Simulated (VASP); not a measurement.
# A point defect in a supercell of Sb2Pt (Geversite), part 2 of 2

Wanted: what a point defect costs in Sb2Pt (Geversite) and how the lattice relaxes round it. The start is a cell from a database of measured crystal structures.

VASP 6.6.1, plane waves and PAW; the level of theory is named at each step.

So far. Step 2 (Relaxing the host crystal): The run ended after 3 ionic steps, 0.224 eV below its first step, once forces and stress met EDIFFG = -0.03.

## 3. The perfect supercell

Level of this step: PBE; plane waves and PAW (Pt, Sb) (VASP).

System of this step: Sb2Pt (Geversite). It takes space group Pa-3 (No. 205, cubic). The conventional cell has a = 6.546 Å, b = 6.546 Å, c = 6.546 Å, α = 90.00°, β = 90.00°, γ = 90.00°. Nearest to Pt lie 6 Sb at 2.71 Å. Nearest to Sb lie 3 Pt at 2.71 Å and 1 Sb at 2.83 Å. Farther neighbours are not listed.

The same cell, mesh and cutoff without the defect give the energy to subtract and, in a gapped host, the band edges to count from, so that most errors cancel.

The input, INCAR:

```
SYSTEM = Sb2Pt
PREC = Normal
ENCUT = 300
EDIFF = 1E-05
NELM = 120
ISMEAR = 1
SIGMA = 0.2
LREAL = Auto
ALGO = Fast
GGA = PE
NBANDS = 104
LASPH = .TRUE.
LORBIT = 11
LWAVE = .FALSE.
LCHARG = .FALSE.
KPAR = 2
NCORE = 2
```

The input, POSCAR:

```
Sb2Pt
1.0
    0.0000000000      6.5460380674      6.5460380674
    6.5460380674      0.0000000000      6.5460380674
    6.5460380674      6.5460380674      0.0000000000
Pt Sb
8 16
Direct
    0.5000000000      0.0000000000      0.0000000000
    0.0000000000      0.5000000000      0.5000000000
    0.0000000000      0.0000000000      0.5000000000
    0.5000000000      0.5000000000      0.0000000000
    0.0000000000      0.5000000000      0.0000000000
    0.5000000000      0.0000000000      0.5000000000
    0.0000000000      0.0000000000      0.0000000000
    0.5000000000      0.5000000000      0.5000000000
    0.3124385079      0.5626844761      0.8124385080
    0.8124385079      0.0626844761      0.3124385079
    0.5626844761      0.8124385079      0.3124385080
    0.0626844761      0.3124385080      0.8124385079
    0.8124385080      0.3124385080      0.5626844761
    0.3124385080      0.8124385080      0.0626844761
    0.3124385080      0.3124385080      0.3124385079
    0.8124385080      0.8124385080      0.8124385079
    0.1875614921      0.9373155239      0.6875614920
    0.6875614920      0.4373155238      0.1875614920
    0.9373155239      0.6875614920      0.1875614920
    0.4373155239      0.1875614921      0.6875614920
    0.6875614920      0.1875614921      0.9373155238
    0.1875614921      0.6875614921      0.4373155238
    0.1875614921      0.1875614921      0.1875614920
    0.6875614921      0.6875614921      0.6875614920
```

The input, KPOINTS:

```
Automatic mesh
0
Gamma
3 3 3
0 0 0
```

Potentials, in the order of the species: Pt and Sb (PBE family, release 64).

Launch:

```console
$ mpirun -np 4 vasp_std
```

Output:

```text
[banner, memory and clock lines left out]
running    4 mpi-ranks, on    1 nodes
 distrk:  each k-point on    2 cores,    2 groups
 distr:  one band on    2 cores,    1 groups

 POSCAR found type information on POSCAR PtSb
 POSCAR found :  2 types and      24 ions
 LDA part: xc-table for (Slater+PW92), standard interpolation
 POSCAR, INCAR and KPOINTS ok, starting setup
 FFT: planning ... GRIDC
 FFT: planning ... GRID_SOFT
 FFT: planning ... GRID
 WAVECAR not read
 entering main loop
       N       E                     dE             d eps       ncg     rms          rms(c)
DAV:   1     0.681655199118E+03    0.68166E+03   -0.44095E+04   832   0.832E+02
DAV:   2    -0.771473494146E+02   -0.75880E+03   -0.71385E+03   960   0.197E+02
DAV:   3    -0.128977416857E+03   -0.51830E+02   -0.50186E+02   984   0.527E+01
DAV:   4    -0.130172853095E+03   -0.11954E+01   -0.11802E+01   984   0.809E+00
DAV:   5    -0.130200609031E+03   -0.27756E-01   -0.27719E-01   952   0.129E+00    0.227E+01
RMM:   6    -0.127569247234E+03    0.26314E+01   -0.18266E+01   832   0.108E+01    0.103E+01
RMM:   7    -0.126662562664E+03    0.90668E+00   -0.22937E+00   844   0.390E+00    0.613E+00
RMM:   8    -0.126509295754E+03    0.15327E+00   -0.46794E-01   879   0.179E+00    0.101E+00
RMM:   9    -0.126493743728E+03    0.15552E-01   -0.11192E-01   917   0.915E-01    0.463E-01
RMM:  10    -0.126496397464E+03   -0.26537E-02   -0.20192E-02   950   0.407E-01    0.227E-01
RMM:  11    -0.126496127600E+03    0.26986E-03   -0.12077E-02   914   0.275E-01    0.937E-02
RMM:  12    -0.126496110181E+03    0.17419E-04   -0.28013E-03   933   0.143E-01    0.570E-02
RMM:  13    -0.126496092502E+03    0.17679E-04   -0.80220E-04   992   0.648E-02    0.102E-02
RMM:  14    -0.126496110924E+03   -0.18422E-04   -0.18749E-04   995   0.309E-02    0.897E-03
RMM:  15    -0.126496113900E+03   -0.29752E-05   -0.25757E-05   645   0.122E-02
   1 F= -.12649611E+03 E0= -.12649325E+03  d E =-.858093E-02
```

Wall time 18 s (4 MPI ranks of AMD EPYC 9R45, shared host); peak memory 0.71 GiB.

Parts of OUTCAR (step 3):

```text
  LATTYP: Found a face centered cubic cell.
 ALAT       =    13.0920761348

 Found      4 irreducible k-points:

   k-points           NKPTS =      4   k-points in BZ     NKDIM =      4   number of bands    NBANDS=    104

   dimension x,y,z NGX =    40 NGY =   40 NGZ =   40
   dimension x,y,z NGXF=    80 NGYF=   80 NGZF=   80

   ENCUT  =  300.0 eV  22.05 Ry    4.70 a.u.  13.07 13.07 13.07*2*pi/ulx,y,z

   NELECT =     160.0000    total number of electrons

 E-fermi :   8.6822

 k-point     1 :       0.0000    0.0000    0.0000
  band No.  band energies     occupation
    ...
     83       8.4884      2.04319
     84       8.4884      2.04319
     85       8.6199      1.50004
     86       8.6199      1.50003
     87       8.6199      1.50003
     88       9.6498     -0.00000
     89      11.1657     -0.00000
     90      11.1657     -0.00000
     91      11.1657     -0.00000
     92      11.1657     -0.00000
    ...

 k-point     2 :       0.3333    0.0000    0.0000
  band No.  band energies     occupation
    ...
     76       7.9802      2.00001
     77       8.0206      2.00003
     78       8.0206      2.00003
     79       8.1365      2.00079
     80       8.1365      2.00079
     81       8.9626     -0.06339
     82       9.0717     -0.01888
     83       9.2786     -0.00021
     84       9.2786     -0.00021
     85       9.9114     -0.00000
    ...

  Total        0.4464951      0.4464951      0.4464951      0.0000000      0.0000000      0.0000000
  in kB        1.2751514      1.2751514      1.2751514      0.0000000      0.0000000      0.0000000
  external PRESSURE =       1.2751514 kB  Pullay stress =       0.0000000 kB

  energy-cutoff  :      300.00
  volume of cell :      561.00
      direct lattice vectors                 reciprocal lattice vectors
     0.000000000  6.546038067  6.546038067    -0.076382079  0.076382079  0.076382079
     6.546038067  0.000000000  6.546038067     0.076382079 -0.076382079  0.076382079
     6.546038067  6.546038067  0.000000000     0.076382079  0.076382079 -0.076382079

 POSITION                                       TOTAL-FORCE (eV/Angst)
 -----------------------------------------------------------------------------------
      0.00000      3.27302      3.27302        -0.000000     -0.000000     -0.000000
      6.54604      3.27302      3.27302        -0.000000     -0.000000     -0.000000
      3.27302      3.27302      0.00000        -0.000000     -0.000000     -0.000000
      3.27302      3.27302      6.54604         0.000000     -0.000000     -0.000000
      3.27302      0.00000      3.27302         0.000000     -0.000000     -0.000000
      3.27302      6.54604      3.27302         0.000000     -0.000000     -0.000000
      0.00000      0.00000      0.00000        -0.000000     -0.000000     -0.000000
      6.54604      6.54604      6.54604         0.000000     -0.000000     -0.000000
      9.00161      7.36349      5.72859        -0.039756      0.039756     -0.039756
      2.45557      7.36349      5.72859        -0.039756      0.039756     -0.039756
      7.36349      5.72859      9.00161         0.039756     -0.039756     -0.039756
      7.36349      5.72859      2.45557         0.039756     -0.039756     -0.039756
      5.72859      9.00161      7.36349        -0.039756     -0.039756      0.039756
      5.72859      2.45557      7.36349        -0.039756     -0.039756      0.039756
      4.09047      4.09047      4.09047         0.039756      0.039756      0.039756
     10.63651     10.63651     10.63651         0.039756      0.039756      0.039756
     10.63651      5.72859      7.36349         0.039756     -0.039756      0.039756
      4.09047      5.72859      7.36349         0.039756     -0.039756      0.039756
      5.72859      7.36349     10.63651        -0.039756      0.039756      0.039756
      5.72859      7.36349      4.09047        -0.039756      0.039756      0.039756
      7.36349     10.63651      5.72859         0.039756      0.039756     -0.039756
      7.36349      4.09047      5.72859         0.039756      0.039756     -0.039756
      2.45557      2.45557      2.45557        -0.039756     -0.039756     -0.039756
      9.00161      9.00161      9.00161        -0.039756     -0.039756     -0.039756
 -----------------------------------------------------------------------------------
    total drift:                                0.000000      0.000000     -0.000000

  FREE ENERGIE OF THE ION-ELECTRON SYSTEM (eV)
  ---------------------------------------------------
  free  energy   TOTEN  =      -126.4961138996 eV

  energy  without entropy=     -126.4875329661  energy(sigma->0) =     -126.49325359

 total charge
# of ion       s       p       d       tot
------------------------------------------
    1        0.679   0.637   8.059   9.374
    2        0.679   0.637   8.059   9.374
    3        0.679   0.637   8.059   9.374
    4        0.679   0.637   8.059   9.374
    5        0.679   0.637   8.059   9.374
    6        0.679   0.637   8.059   9.374
    7        0.679   0.637   8.059   9.374
    8        0.679   0.637   8.059   9.374
    9        1.154   1.188   0.057   2.399
   10        1.154   1.188   0.057   2.399
   11        1.154   1.188   0.057   2.399
   12        1.154   1.188   0.057   2.399
   13        1.154   1.188   0.057   2.399
   14        1.154   1.188   0.057   2.399
   15        1.154   1.188   0.057   2.399
   16        1.154   1.188   0.057   2.399
   17        1.154   1.188   0.057   2.399
   18        1.154   1.188   0.057   2.399
   19        1.154   1.188   0.057   2.399
   20        1.154   1.188   0.057   2.399
   21        1.154   1.188   0.057   2.399
   22        1.154   1.188   0.057   2.399
   23        1.154   1.188   0.057   2.399
   24        1.154   1.188   0.057   2.399
--------------------------------------------------
tot         23.898  24.097  65.381 113.376

[... 2 parts as in an earlier step ...]

[... 5 further parts left out ...]
```

This step gave:

* electronic cycles: 15
* electrons: 160
* free energy (TOTEN): -126.4961 eV
* energy at zero smearing: -126.4933 eV
* Fermi energy: 8.682 eV

The host is treated as a metal, as its relaxation found a gap under 0.3 eV or none, and only the neutral defect is run.

## 4. Reference Pt

This step: PBE; plane waves and PAW (Pt) (VASP 6.6.1).

System of this step: Pt. The structure is cubic, space group Fm-3m (No. 225). The conventional cell has a = 3.920 Å, b = 3.920 Å, c = 3.920 Å, α = 90.00°, β = 90.00°, γ = 90.00°. Nearest to Pt lie 12 Pt at 2.77 Å.

The reference for Pt is its crystal, relaxed at the cutoff of the large cell.

The input, INCAR:

```
SYSTEM = Pt
PREC = Normal
ENCUT = 300
EDIFF = 1E-05
NELM = 120
ISMEAR = 1
SIGMA = 0.1
LREAL = Auto
ALGO = Fast
GGA = PE
NBANDS = 11
LASPH = .TRUE.
LORBIT = 11
LWAVE = .FALSE.
LCHARG = .FALSE.
KPAR = 4
IBRION = 2
NSW = 25
ISIF = 3
EDIFFG = -0.02
POTIM = 0.4
```

The input, POSCAR:

```
Pt
1.0
    0.0000000000      1.9600000000      1.9600000000
    1.9600000000      0.0000000000      1.9600000000
    1.9600000000      1.9600000000      0.0000000000
Pt
1
Direct
    0.0000000000      0.0000000000      0.0000000000
```

The input, KPOINTS:

```
Automatic mesh
0
Gamma
12 12 12
0 0 0
```

Potentials, in the order of the species: Pt (PBE family, release 64).

Launch:

```console
$ mpirun -np 4 vasp_std
```

Output:

```text
[banner, memory and clock lines left out]
running    4 mpi-ranks, on    1 nodes
[...]
|                                                                             |
|               ----> ADVICE to this user running VASP <----                  |
|                                                                             |
|     You have a (more or less) 'small supercell' and for smaller cells       |
|     it is recommended to use the reciprocal-space projection scheme!        |
|     The real-space optimization is not efficient for small cells and it     |
|     is also less accurate ...                                               |
|     Therefore, set LREAL=.FALSE. in the INCAR file.                         |
|                                                                             |

 LDA part: xc-table for (Slater+PW92), standard interpolation
 POSCAR, INCAR and KPOINTS ok, starting setup
[...]
entering main loop
       N       E                     dE             d eps       ncg     rms          rms(c)
DAV:   1     0.201868102244E+02    0.20187E+02   -0.37680E+03  1904   0.512E+02
DAV:   2    -0.617783862885E+01   -0.26365E+02   -0.25527E+02  1848   0.126E+02
DAV:   3    -0.645355789980E+01   -0.27572E+00   -0.27548E+00  1841   0.120E+01
DAV:   4    -0.645462269261E+01   -0.10648E-02   -0.10647E-02  1818   0.867E-01
[...]
RMM:   9    -0.608775657571E+01    0.60482E-03   -0.11761E-03  1584   0.284E-01    0.420E-02
RMM:  10    -0.608777220811E+01   -0.15632E-04   -0.14857E-04  1526   0.829E-02    0.303E-02
RMM:  11    -0.608777050393E+01    0.17042E-05   -0.10321E-05  1205   0.236E-02
   1 F= -.60877705E+01 E0= -.60870279E+01  d E =-.608777E+01
[... from here on, the cycles between the ionic steps are left out ...]
   2 F= -.60528561E+01 E0= -.60522008E+01  d E =0.349144E-01
   3 F= -.61036432E+01 E0= -.61029402E+01  d E =-.158727E-01
   5 F= -.61036525E+01 E0= -.61029507E+01  d E =-.158820E-01
   7 F= -.61034860E+01 E0= -.61027819E+01  d E =0.166452E-03
   9 F= -.61036673E+01 E0= -.61029650E+01  d E =-.147688E-04
  11 F= -.61036770E+01 E0= -.61029746E+01  d E =-.244652E-04
  13 F= -.61036807E+01 E0= -.61029787E+01  d E =-.282120E-04
  15 F= -.61036824E+01 E0= -.61029802E+01  d E =-.298522E-04
  17 F= -.61035345E+01 E0= -.61028338E+01  d E =0.147894E-03
  19 F= -.61036636E+01 E0= -.61029613E+01  d E =0.187900E-04
  21 F= -.61036795E+01 E0= -.61029774E+01  d E =0.284273E-05
  23 F= -.61036823E+01 E0= -.61029802E+01  d E =0.347720E-07
  24 F= -.61036826E+01 E0= -.61029805E+01  d E =-.227132E-06
  25 F= -.61036825E+01 E0= -.61029804E+01  d E =-.177164E-06
[...]
opt :   0.0005  next Energy=    -6.103683 (dE=-0.258E-06)
```

It took 13 s on 4 MPI ranks; peak memory 0.36 GiB.

OUTCAR, selected parts (step 4):

```text
 k-point     1 :       0.0000    0.0000    0.0000
  band No.  band energies     occupation
    ...
      2       7.0670      2.00000
      3       7.0670      2.00000
      4       7.0670      2.00000
      5       9.1091      2.00000
      6       9.1091      2.00000
      7      25.3668      0.00000
      8      30.1460      0.00000
      9      30.1460      0.00000
     10      30.1460      0.00000
     11      35.3717      0.00000

  Total       -0.0840865     -0.0840865     -0.0840865      0.0000000      0.0000000      0.0000000
  in kB       -8.6430621     -8.6430621     -8.6430621      0.0000000      0.0000000      0.0000000
  external PRESSURE =      -8.6430621 kB  Pullay stress =       0.0000000 kB

 POSITION                                       TOTAL-FORCE (eV/Angst)
 -----------------------------------------------------------------------------------
      0.00000      0.00000      0.00000        -0.000000     -0.000000     -0.000000
 -----------------------------------------------------------------------------------
    total drift:                               -0.000000     -0.000000     -0.000000

  FREE ENERGIE OF THE ION-ELECTRON SYSTEM (eV)
  ---------------------------------------------------
  free  energy   TOTEN  =        -6.1036825315 eV

  energy  without entropy=       -6.1015762434  energy(sigma->0) =       -6.10298044

[... 19 further parts left out ...]
[key lines of the parts left out:]
E-fermi :  10.6659
```

CONTCAR:

```
Pt
   1.00000000000000
     0.0000000000000000    1.9826516795920182    1.9826516795920182
     1.9826516795920182    0.0000000000000000    1.9826516795920182
     1.9826516795920182    1.9826516795920182    0.0000000000000000
  Pt
     1
Direct
     0.0000000000000000    0.0000000000000000    0.0000000000000000
```

Relaxation path (22 of 25):

```csv
step,energy less that of the first step (eV),largest force (eV/Å),pressure (GPa),volume (Å³)
1,0.0000,0.0000,9.37,15.06
2,0.0349,0.0000,-13.40,16.65
3,-0.0159,0.0000,0.53,15.58
4,-0.0157,0.0000,-1.28,15.62
6,-0.0143,0.0000,2.87,15.44
7,-0.0157,0.0000,1.34,15.55
8,-0.0159,0.0000,0.86,15.58
9,-0.0159,0.0000,0.75,15.58
10,-0.0159,0.0000,-0.76,15.59
11,-0.0159,0.0000,0.67,15.59
12,-0.0159,0.0000,0.75,15.59
14,-0.0159,0.0000,-0.90,15.59
15,-0.0159,0.0000,0.71,15.59
16,-0.0151,0.0000,-1.96,15.67
17,-0.0158,0.0000,-1.28,15.61
18,-0.0159,0.0000,-0.97,15.60
19,-0.0159,0.0000,-1.05,15.59
20,-0.0159,0.0000,-0.94,15.59
22,-0.0159,0.0000,-0.89,15.59
23,-0.0159,0.0000,-0.87,15.59
24,-0.0159,0.0000,0.71,15.59
25,-0.0159,0.0000,-0.86,15.59
```

```csv
"conventional cell, symmetrised",before,after,change
a (Å),3.920,3.965,+1.2 %
b (Å),3.920,3.965,+1.2 %
c (Å),3.920,3.965,+1.2 %
volume (Å³/atom),15.06,15.59,+3.5 %
```

The relaxed structure:

```xyz
1
Lattice="0.0000 1.9827 1.9827 1.9827 0.0000 1.9827 1.9827 1.9827 0.0000" Properties=species:S:1:pos:R:3 pbc="T T T"
Pt    0.0000    0.0000    0.0000
```

The run used up its steps with its stress still over the threshold, while the forces vanish, so it is continued.

## 5. Going on with the relaxation

The reference for Pt is its crystal, relaxed at the cutoff of the large cell.

INCAR: that of step 4 with these lines changed.

```diff
@@ -16,3 +16,3 @@
 KPAR = 4
-IBRION = 2
+IBRION = 1
 NSW = 25
@@ -20,2 +20,2 @@
 EDIFFG = -0.02
-POTIM = 0.4
+POTIM = 0.3
```

The input, POSCAR:

```
Pt
1.0
    0.0000000000      1.9826516796      1.9826516796
    1.9826516796      0.0000000000      1.9826516796
    1.9826516796      1.9826516796      0.0000000000
Pt
1
Direct
    0.0000000000      0.0000000000      0.0000000000
```

KPOINTS is that of step 4.

Launch:

```console
$ mpirun -np 4 vasp_std
```

Output:

```text
[banner, memory and clock lines left out]
running    4 mpi-ranks, on    1 nodes
[...]
[... a notice as in an earlier step ...]

 LDA part: xc-table for (Slater+PW92), standard interpolation
 POSCAR, INCAR and KPOINTS ok, starting setup
[...]
entering main loop
       N       E                     dE             d eps       ncg     rms          rms(c)
DAV:   1     0.192882920450E+02    0.19288E+02   -0.37769E+03  1875   0.510E+02
DAV:   2    -0.620432240102E+01   -0.25493E+02   -0.24364E+02  1833   0.125E+02
DAV:   3    -0.647634064713E+01   -0.27202E+00   -0.27183E+00  1833   0.116E+01
DAV:   4    -0.647743178540E+01   -0.10911E-02   -0.10911E-02  1833   0.869E-01
[...]
RMM:   9    -0.610624954121E+01    0.21845E-03   -0.66228E-04  1584   0.211E-01    0.422E-02
RMM:  10    -0.610626405293E+01   -0.14512E-04   -0.10986E-04  1460   0.700E-02    0.523E-02
RMM:  11    -0.610626420087E+01   -0.14794E-06   -0.13141E-05  1241   0.246E-02
   1 F= -.61062642E+01 E0= -.61055621E+01  d E =-.610626E+01
[... from here on, the cycles between the ionic steps are left out ...]
   2 F= -.61051350E+01 E0= -.61044238E+01  d E =0.112922E-02
   3 F= -.61060878E+01 E0= -.61053833E+01  d E =-.952813E-03
   5 F= -.61062527E+01 E0= -.61055504E+01  d E =-.454100E-03
   7 F= -.61060861E+01 E0= -.61053815E+01  d E =-.696161E-03
   9 F= -.61062578E+01 E0= -.61055554E+01  d E =-.446444E-03
  11 F= -.61060849E+01 E0= -.61053803E+01  d E =-.688664E-03
  13 F= -.61062582E+01 E0= -.61055559E+01  d E =-.446702E-03
  15 F= -.61060847E+01 E0= -.61053801E+01  d E =-.688330E-03
  17 F= -.61062583E+01 E0= -.61055560E+01  d E =-.446753E-03
  19 F= -.61060847E+01 E0= -.61053801E+01  d E =-.688343E-03
  21 F= -.61062583E+01 E0= -.61055560E+01  d E =-.446771E-03
  23 F= -.61060847E+01 E0= -.61053801E+01  d E =-.688342E-03
  24 F= -.61058115E+01 E0= -.61051130E+01  d E =0.273149E-03
  25 F= -.61062583E+01 E0= -.61055560E+01  d E =-.446775E-03
 BRION: g(F)=  0.355E-64 g(S)=  0.100E-02 retain N=  1 mean eig= 0.73
 eig:   0.730
```

Elapsed: 16 s, on 4 MPI ranks; peak memory 0.35 GiB.

OUTCAR, selected parts (step 5):

```text
 k-point     1 :       0.0000    0.0000    0.0000
  band No.  band energies     occupation
    ...
      2       7.0660      2.00000
      3       7.0660      2.00000
      4       7.0660      2.00000
      5       9.1078      2.00000
      6       9.1078      2.00000
      7      25.3661      0.00000
      8      30.1450      0.00000
      9      30.1450      0.00000
     10      30.1450      0.00000
     11      35.3699      0.00000

  Total       -0.1075421     -0.1075421     -0.1075421     -0.0000000     -0.0000000      0.0000000
  in kB      -11.0532991    -11.0532991    -11.0532991     -0.0000000     -0.0000000      0.0000000
  external PRESSURE =     -11.0532991 kB  Pullay stress =       0.0000000 kB

 POSITION                                       TOTAL-FORCE (eV/Angst)
 -----------------------------------------------------------------------------------
      0.00000     -0.00000      0.00000         0.000000     -0.000000      0.000000
 -----------------------------------------------------------------------------------
    total drift:                               -0.000000     -0.000000     -0.000000

  FREE ENERGIE OF THE ION-ELECTRON SYSTEM (eV)
  ---------------------------------------------------
  free  energy   TOTEN  =        -6.1062583110 eV

  energy  without entropy=       -6.1041513512  energy(sigma->0) =       -6.10555599

[... 5 parts as in an earlier step ...]

[... 14 further parts left out ...]
[key lines of the parts left out:]
E-fermi :  10.6641
```

The relaxation used up its NSW steps before forces and stress met EDIFFG.

## 6. Outcome

| Property | Result |
| --- | --- |
| result | none |

The session ends without its result: «reference Pt» used up its steps.

[Lines on the potential files, build, host, timing and source positions are cut from VASP's logs without a mark.]

[Logs are printed without paths, hosts, clocks, repeated set-up lines and the standing remarks that a program may print on its own settings, such as how far it seeks lower states.]

[Hosts, paths, dates, database ids (printed as entryN), source tags and the programs' standing remarks are cut or masked in the printed files.]

[In band tables of VASP the shares of atoms and orbitals are scaled to a sum of 1 inside the atoms' spheres.]

[Runs that stopped without an error message from VASP are left out.]
